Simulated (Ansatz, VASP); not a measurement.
# Co (Cobalt) in two plane-wave programs

Wanted: the spread between two codes on one cell, functional and k mesh. The cell is taken from a series of runs on this material, whose earlier steps may have relaxed, scaled, displaced or heated it; both programs get it as it stands.

Calculated with Ansatz 0.2.0; plane waves, with VASP 6.6.1 beside it; single point at PBE.

**1. Set-up**

The structure is hexagonal, space group P6_3/mmc (No. 194). The conventional cell has a = 2.507 Å, b = 2.507 Å, c = 4.070 Å, α = 90.00°, β = 90.00°, γ = 120.00°. Co has 12 Co at 2.50 to 2.51 Å nearest.

As a file:

```cif
data_structure
_symmetry_space_group_name_H-M 'P6_3/mmc'
_symmetry_Int_Tables_number 194
_cell_length_a 2.5074
_cell_length_b 2.5074
_cell_length_c 4.0699
_cell_angle_alpha 90.000
_cell_angle_beta 90.000
_cell_angle_gamma 120.000
_cell_volume 22.16
loop_
_atom_site_label
_atom_site_type_symbol
_atom_site_symmetry_multiplicity
_atom_site_Wyckoff_symbol
_atom_site_fract_x
_atom_site_fract_y
_atom_site_fract_z
_atom_site_occupancy
Co1 Co 2 c 0.33333 0.66667 0.25000 1
```

**2. Ansatz: single point, PBE**

Ansatz runs on its PAW soft_1 files.

With cell and atoms fixed, the geometry can't cause a difference; cores, projectors, grids and the points listed under the comparison can.

input.yaml reads:

```yaml
crystal:
  lattice:
    - [2.5074, 0.0, 0.0]
    - [-1.2537, 2.1714720974, 0.0]
    - [0.0, 0.0, 4.0699]
  atoms:
    - { symbol: Co, position: [0.3333333333, 0.6666666667, 0.25], spin: 2.094 }
    - { symbol: Co, position: [0.6666666667, 0.3333333333, 0.75], spin: 2.094 }
magnetization:
  spin_polarized: true
  initial_magnetization: 4.188
  spin_locking: { lock_magnetization: hard }
kpoints:
  mp_grid: { grid: [18, 18, 10] }
hamiltonian:
  xc: pbe
  pseudopotentials: { kind: paw, azcp: { folder: soft_1 } }
scf:
  occupations: { method: fermi_dirac, width: 0.05 }
  max_iter: 120
  convergence: { dr2_threshold: 1.0e-08 }
  lower_state_search: "off"
basis:
  ecutwfc: 420.0
```

The run is started by

```console
$ ansatz run input.yaml --threads 1 --pin off --max-ram 2560MiB --backend cpu --events-out ev --progress --plain --runs-dir out
```

Numbers of over 12 decimals in the logs are rounded to 6 here.

The log of the run:

```text
Engine: ansatz 0.2.0, aarch64-unknown-linux-gnu
Pseudopotentials: kind: paw
Pseudopotential: Co, paw, valence charge 17, recommended cutoff 420 eV (normal), soft_1/Co.paw.azcp
Functional definition: PBE
  parameter kappa = 0.804
  parameter beta = 0.066725
  exchange = pbe_x(kappa = kappa, mu = beta*pi^2/3)
  correlation = pbe_c(beta = beta)
Crystal: 2 atoms, lattice volume = 22.160 Å³
Basis set: ecut = 420 eV, 415 PW (Γ)
Bands: 24, of which v1, the nominal top of the filled ones, is band 17 counted from 1 (16 counted from 0)
Symmetry: 24 space group operations
Space group: P63/mmc (ITA 194), of the structure as read, at distance tolerance 2.8e-5 Å
Magnetic group: BNS 194.263 (UNI 1493), of the structure as read, at distance tolerance 2.8e-5 Å
k-points: 222 of 3240
Non-local potential: Co, projectors of the file, l = 0: 3, l = 1: 2, l = 2: 3, l = 3: 1
PAW form: soft (Blöchl's): semilocal exchange-correlation on the pseudo side does not see the compensation charge
PAW one-centre angular grid: Co, 590 points (default); XC on 64 Gauss nodes
Initial density: superposition of atomic densities (chi_scale 0.1, normalization cell)
Starting moments: Σ|m| = 4.188 μB on 2 of 2 sites
Initial wavefunctions: pseudopotential atomic-orbital guess
Functional: x = pbe(κ = 0.804, μ = 0.219515), c = pbe(β = 0.066725)
iter 1 solved again at ethr=5.30e-4 eV; its pass at ethr=3.10e-3 eV (dr2=1.80e-1 eV) is discarded
SCF iter   1: F=—  HF=-10251.773421 eV  |F-HF|=—  |Δ(HF+E_count)|=         —  Δρ=4.93e-2 (↑2.69e-2 ↓4.93e-2)  dr2=1.81e-1  dr2_m=2.70e-1  M=4.188 μB ∫|m|=4.189 μB  β_m=0.30  ethr=5.30e-4  ⟨swp⟩=1.0  Hψ=55638  notcnv=0
preconditioner: auto → none  [metal: Δε(μ)=0.002 eV  Ē_g=8.961 eV  σ=0.050 eV  W_gap=0.01  n_scr=8 (ndim 8)  ℏωp=33.5 eV  f_vac=0.000  D(μ)=2.00/eV (n_scr^D=22)  sad-step TF]
SCF iter   2: F=—  HF=-10251.822197 eV  |F-HF|=—  |Δ(HF+E_count)|=   4.88e-2  Δρ=3.25e-2 (↑3.25e-2 ↓2.69e-2)  dr2=2.79e-2  dr2_m=1.62e-1  M=4.188 μB ∫|m|=4.193 μB  β_m=0.59  ethr=5.30e-4  ⟨swp⟩=2.4  Hψ=17530  notcnv=0
SCF iter   3: F=—  HF=-10252.043236 eV  |F-HF|=—  |Δ(HF+E_count)|=   2.21e-1  Δρ=3.66e-2 (↑1.53e-2 ↓3.66e-2)  dr2=3.65e-1  dr2_m=2.39e-2  M=4.188 μB ∫|m|=4.249 μB  β_m=0.48  ethr=8.21e-5  ⟨swp⟩=2.9  Hψ=24847  notcnv=0  defer=73
SCF iter   4: F=—  HF=-10251.960470 eV  |F-HF|=—  |Δ(HF+E_count)|=   8.28e-2  Δρ=2.95e-3 (↑2.95e-3 ↓1.99e-3)  dr2=2.96e-4  dr2_m=1.03e-3  M=4.188 μB ∫|m|=4.262 μB  β_m=0.72  ethr=8.21e-5  ⟨swp⟩=2.9  Hψ=24379  notcnv=0  defer=457
SCF iter   5: F=—  HF=-10251.961905 eV  |F-HF|=—  |Δ(HF+E_count)|=   1.43e-3  Δρ=1.31e-3 (↑1.31e-3 ↓4.01e-4)  dr2=3.42e-4  dr2_m=4.64e-5  M=4.188 μB ∫|m|=4.267 μB  β_m=0.86  ethr=8.70e-7  ⟨swp⟩=2.5  Hψ=19718  notcnv=0  defer=458
SCF iter   6: F=—  HF=-10251.961872 eV  |F-HF|=—  |Δ(HF+E_count)|=   3.33e-5  Δρ=9.27e-5 (↑1.32e-5 ↓9.27e-5)  dr2=9.10e-7  dr2_m=4.65e-7  M=4.188 μB ∫|m|=4.270 μB  β_m=0.81  ethr=8.70e-7  ⟨swp⟩=2.3  Hψ=14131  notcnv=0  defer=458
SCF iter   7: F=—  HF=-10251.961873 eV  |F-HF|=—  |Δ(HF+E_count)|=   1.26e-6  Δρ=9.33e-5 (↑5.16e-5 ↓9.33e-5)  dr2=2.45e-6  dr2_m=9.12e-8  M=4.188 μB ∫|m|=4.270 μB  β_m=0.91  ethr=2.68e-9  ⟨swp⟩=2.3  Hψ=17826  notcnv=0  defer=458
SCF iter   8: F=-10251.961873 eV  HF=-10251.961873 eV  |F-HF|=1.42e-9  |Δ(HF+E_count)|=   2.54e-7  Δρ=3.60e-6 (↑1.14e-6 ↓3.60e-6)  dr2=1.40e-9  dr2_m=4.67e-10  M=4.188 μB ∫|m|=4.270 μB  ethr=2.94e-11  ⟨swp⟩=2.2  Hψ=34135  notcnv=0
SCF 1 converged in 8 iterations: F = -10251.961873 eV  dr2 = 1.40e-9
  greatest PAW one-centre occupation: 1.001 electrons in one spin orbital (limit 2), on the Co atom at site 1 (counted from 0), in its partial waves of l = 1
SCF converged after 8 iterations
Stability checked in part: among states of this total moment the steps that led to this state did not find it unstable. No probe was made; neither looks for a lower state of another moment (fixed_total_moment; see scf.lower_state_search)
Magnetization: 4.1880 μB (19.0940 up, 14.9060 down)
Absolute magnetization: 4.2702 μB (∫|ρ↑−ρ↓|, with the PAW one-centre terms)
Spin contamination: 0.0409 ħ² per cell (⟨S²⟩ above its minimum at these occupations)
Per-site moments (μB) at R_I (Å): [(2.105649, 1.030153), (2.105649, 1.030153)]
Free energy (F): -10251.961873 eV
Harris-Foulkes:  -10251.961873 eV  (|F-HF|=1.42e-9)
Internal energy: -10251.945273 eV  (E = F + TS)
E sigma→0 (E₀):  -10251.953573 eV
Entropy (-TS):   -0.016600 eV (-8.300 meV/atom)
Fermi energy:    18.812235 (↑ 19.600801, ↓ 18.023669) eV
--- Per-component energies (eV) ---
  E_band       = -507.205987
  E_kinetic    = 580.675634
  E_local      = -5351.044135  (includes V_loc(G=0)·N_el)
  E_nonlocal   = 865.459091
  E_hartree    = 2367.762819
  E_xc         = -184.347851
  E_vxc        = -237.264282  (∫ρ·V_xc dr)
  E_paw        = -3139.176399  (= ΣΔE_a)
  E_vpaw       = -1100.558234  (= ΣTr[D̂ρ^β])
  E_aug_tail   = -0.000027  (compensation charges beyond the density's cutoff)
  E_ewald      = -5391.274405
  E_smearing   = -0.016600  (= −TS)
  E_closure    = 0.000000  (closes the sum)
  Σ components = -10251.961873   (vs F -10251.961873, Δ=0.00e0)
```

The column dr2 measures how far the density is from self-consistency, as an energy; F and HF (Harris–Foulkes) agree once it is small.

**3. VASP: single point, PBE**

The same cell, functional, mesh and smearing now go to VASP, with its own data sets.

Lines of VASP's logs that name or quote its potential files are left out, and so is its time.

INCAR reads:

```
SYSTEM = Co
PREC = Accurate
ENCUT = 520
EDIFF = 1E-06
NELM = 200
ISMEAR = -1
SIGMA = 0.05
LREAL = .FALSE.
ALGO = Normal
GGA = PE
NBANDS = 19
ISPIN = 2
MAGMOM = 2.11 2.11
LASPH = .TRUE.
LMAXMIX = 4
LORBIT = 11
LWAVE = .FALSE.
LCHARG = .FALSE.
ISIF = 2
NUPDOWN = 4.188
GGA_COMPAT = .FALSE.
```

POSCAR reads:

```
Co
1.0
    2.5074000000      0.0000000000      0.0000000000
   -1.2537000000      2.1714720974      0.0000000000
    0.0000000000      0.0000000000      4.0699000000
Co
2
Direct
    0.3333333334      0.6666666668      0.2500000000
    0.6666666668      0.3333333334      0.7500000000
```

KPOINTS reads:

```
Automatic mesh
0
Gamma
18 18 10
0 0 0
```

Potentials, in the order of the species: Co (PBE family, release 64).

The run is started by

```console
$ mpirun -np 1 vasp_std
```

The log of the run:

```text
[banner, memory and clock lines left out]
running    1 mpi-ranks, on    1 nodes
 distrk:  each k-point on    1 cores,    1 groups
 distr:  one band on    1 cores,    1 groups

 POSCAR found type information on POSCAR Co
 POSCAR found :  1 types and       2 ions
 LDA part: xc-table for (Slater+PW92), standard interpolation
 POSCAR, INCAR and KPOINTS ok, starting setup
 FFT: planning ... GRIDC
 FFT: planning ... GRID_SOFT
 FFT: planning ... GRID
 WAVECAR not read
 entering main loop
       N       E                     dE             d eps       ncg     rms          rms(c)
DAV:   1     0.856196368574E+02    0.85620E+02   -0.81448E+03 17656   0.126E+03
DAV:   2    -0.118695601378E+02   -0.97489E+02   -0.89881E+02 17034   0.223E+02
DAV:   3    -0.158045877923E+02   -0.39350E+01   -0.38253E+01 18646   0.563E+01
DAV:   4    -0.158639407584E+02   -0.59353E-01   -0.59316E-01 21079   0.591E+00
DAV:   5    -0.158655085700E+02   -0.15678E-02   -0.15677E-02 19362   0.886E-01    0.158E+01
DAV:   6    -0.140314676558E+02    0.18340E+01   -0.87730E+00 18549   0.598E+01    0.785E+00
DAV:   7    -0.137339369703E+02    0.29753E+00   -0.10255E+00 19995   0.190E+01    0.474E+00
DAV:   8    -0.137140078466E+02    0.19929E-01   -0.12741E-02 23196   0.988E-01    0.194E+00
DAV:   9    -0.136970665732E+02    0.16941E-01   -0.26687E-03 25941   0.101E+00    0.372E-01
DAV:  10    -0.136962174922E+02    0.84908E-03   -0.70742E-04 21893   0.262E-01    0.924E-02
DAV:  11    -0.136962442501E+02   -0.26758E-04   -0.47340E-05 19923   0.813E-02    0.509E-02
DAV:  12    -0.136962503709E+02   -0.61209E-05   -0.33681E-06 21310   0.179E-02    0.146E-02
DAV:  13    -0.136962474430E+02    0.29279E-05   -0.10311E-06 11239   0.158E-02    0.502E-03
DAV:  14    -0.136962481294E+02   -0.68638E-06   -0.54902E-07  9450   0.756E-03
   1 F= -.13696248E+02 E0= -.13687749E+02  d E =-.169977E-01  mag=     4.1880
```

OUTCAR, selected parts (step 3):

```text
ion  position               nearest neighbor table
   1  0.333  0.667  0.250-   2 2.50   2 2.50   2 2.50   2 2.50   2 2.50   2 2.50
   2  0.667  0.333  0.750-   1 2.50   1 2.50   1 2.50   1 2.50   1 2.50   1 2.50

  LATTYP: Found a hexagonal cell.
 ALAT       =     2.5074000000
 C/A-ratio  =     1.6231554598

 Subroutine GETGRP returns: Found 24 space group operations
 (whereof 12 operations were pure point group operations)

The static configuration has the point symmetry D_3d.
 The point group associated with its full space group is D_6h.

 Found    222 irreducible k-points:

   k-points           NKPTS =    222   k-points in BZ     NKDIM =    222   number of bands    NBANDS=     19

   dimension x,y,z NGX =    20 NGY =   20 NGZ =   30
   dimension x,y,z NGXF=    40 NGYF=   40 NGZF=   60

   ENCUT  =  520.0 eV  38.22 Ry    6.18 a.u.   4.66  4.66  7.57*2*pi/ulx,y,z

   NELECT =      18.0000    total number of electrons

 k-points in reciprocal lattice and weights: Automatic mesh
   0.00000000  0.00000000  0.00000000       0.000
   0.05555556  0.00000000  0.00000000       0.002
   0.11111111  0.00000000  0.00000000       0.002
   0.16666667 -0.00000000  0.00000000       0.002
   0.22222222 -0.00000000  0.00000000       0.002
   0.27777778  0.00000000  0.00000000       0.002
   0.33333333  0.00000000  0.00000000       0.002
   0.38888889 -0.00000000  0.00000000       0.002
   0.44444444 -0.00000000  0.00000000       0.002
[...]
0.33333333  0.27777778  0.50000000       0.004
   0.33333333  0.33333333  0.50000000       0.001

 average (electrostatic) potential at core
       1 -78.7333       2 -78.7333

 E-fermi :   9.7363

 spin component 1
 k-point     1 :       0.0000    0.0000    0.0000
  band No.  band energies     occupation
    ...
      8       7.6895      1.00000
      9       7.6895      1.00000
     10       8.7238      1.00000
     11       8.7238      1.00000
     12       9.7218      1.00000
     13      15.8485      0.00000
     14      31.6807      0.00000
     15      34.0317      0.00000
     16      34.0317      0.00000
     17      34.6977      0.00000
    ...

 k-point     2 :       0.0556    0.0000    0.0000
  band No.  band energies     occupation
    ...
      8       7.6384      1.00000
      9       7.6591      1.00000
     10       8.3191      1.00000
     11       8.7368      1.00000
     12      10.2513      1.00000
     13      15.8687      0.00000
     14      30.8120      0.00000
     15      32.5110      0.00000
     16      32.7701      0.00000
     17      34.9800      0.00000
    ...

 k-point     3 :       0.1111    0.0000    0.0000
  band No.  band energies     occupation
    ...
      8       7.5369      1.00000
      9       7.5760      1.00000
     10       7.8642      1.00000
     11       8.7696      1.00000
     12      11.1773      0.97723
     13      15.9341      0.00000
     14      28.4646      0.00000
     15      31.1291      0.00000
     16      31.7137      0.00000
     17      34.8153      0.00000
    ...

 k-point     4 :       0.1667   -0.0000    0.0000
  band No.  band energies     occupation
    ...
      7       7.4923      1.00000
      8       7.5419      1.00000
      9       7.6684      1.00000
     10       7.7335      1.00000
     11       8.8102      1.00000
     12      12.2355      0.00000
     13      16.0571      0.00000
     14      25.8810      0.00000
     15      29.5847      0.00000
     16      31.0999      0.00000
    ...

 k-point     5 :       0.2222   -0.0000    0.0000
  band No.  band energies     occupation
    ...
      7       7.5339      1.00000
      8       7.7774      1.00000
      9       7.7967      1.00000
     10       7.9828      1.00000
     11       8.8487      1.00000
     12      13.3901      0.00000
     13      16.2502      0.00000
     14      23.3714      0.00000
     15      28.1829      0.00000
     16      30.3590      0.00000
    ...

 k-point     6 :       0.2778    0.0000    0.0000
  band No.  band energies     occupation
    ...
      7       7.4100      1.00000
      8       8.0944      1.00000
      9       8.1462      1.00000
     10       8.2601      1.00000
     11       8.8802      1.00000
     12      14.6275      0.00000
     13      16.4908      0.00000
     14      21.0598      0.00000
     15      26.9541      0.00000
     16      28.5127      0.00000
    ...

  Total        0.5163472      0.5163472      0.9945097      0.0000000     -0.0000000      0.0000000
  in kB       37.3328189     37.3328189     71.9048185      0.0000000     -0.0000000      0.0000000
  external PRESSURE =      48.8568187 kB  Pullay stress =       0.0000000 kB

  energy-cutoff  :      520.00
  volume of cell :       22.16
      direct lattice vectors                 reciprocal lattice vectors
     2.507400000  0.000000000  0.000000000     0.398819494  0.230258542  0.000000000
    -1.253700000  2.171472097  0.000000000     0.000000000  0.460517085  0.000000000
     0.000000000  0.000000000  4.069900000     0.000000000  0.000000000  0.245706283

 POSITION                                       TOTAL-FORCE (eV/Angst)
 -----------------------------------------------------------------------------------
      0.00000      1.44765      1.01747        -0.000000      0.000000      0.000000
      1.25370      0.72382      3.05242         0.000000      0.000000      0.000000
 -----------------------------------------------------------------------------------
    total drift:                                0.000000      0.000000      0.000000

  FREE ENERGIE OF THE ION-ELECTRON SYSTEM (eV)
  ---------------------------------------------------
  free  energy   TOTEN  =       -13.6962481294 eV

  energy  without entropy=      -13.6792503977  energy(sigma->0) =      -13.68774926

 total charge
# of ion       s       p       d       tot
------------------------------------------
    1        0.499   0.541   7.178   8.217
    2        0.499   0.541   7.178   8.217
--------------------------------------------------
tot          0.997   1.081  14.355  16.434

 magnetization (x)
# of ion       s       p       d       tot
------------------------------------------
    1        0.009   0.010   2.059   2.077
    2        0.009   0.010   2.059   2.077
--------------------------------------------------
tot          0.017   0.019   4.118   4.155

[... 6 further parts left out ...]
```

The magnetic state follows from one typed start and may not be the lowest.

**4. Side by side**

Known differences besides the potentials themselves: VASP starts from the moments at which Ansatz ended; the data sets hold 34 valence electrons in Ansatz (on its PAW soft_1 files) and 18 in VASP; the cutoff is 420 eV in Ansatz and 520 eV in VASP; site moments are counted in spheres of each program's own size. Total energies have different zeros and are not compared.

Both answers:

| quantity | Ansatz | VASP | difference |
| --- | --- | --- | --- |
| total moment, fixed by the input (μB) | 4.19 | 4.19 | 0.00 |
| moment on Co1 (μB) | 2.11 | 2.08 | +0.03 |
| moment on Co2 (μB) | 2.11 | 2.08 | +0.03 |

**5. Outcome**

```json
{
 "difference in moment on Co1 (single point, PBE)": "0.029 μB"
}
```

In words: The difference in moment on Co1 is 0.029 μB (single point, PBE). The data sets hold unlike numbers of valence electrons (34 in Ansatz and 18 in VASP), so part of the differences comes from the potentials. Such differences can come from data sets, numerical settings and the points named under the comparisons, not from the functional's error against experiment.

[Lines on the potential files, build, host, timing and source positions are cut from VASP's logs without a mark.]

[Logs are printed without paths, hosts, clocks, repeated set-up lines and the standing remarks that a program may print on its own settings, such as how far it seeks lower states.]

[Hosts, paths, dates, database ids (printed as entryN), source tags and the programs' standing remarks are cut or masked in the printed files.]
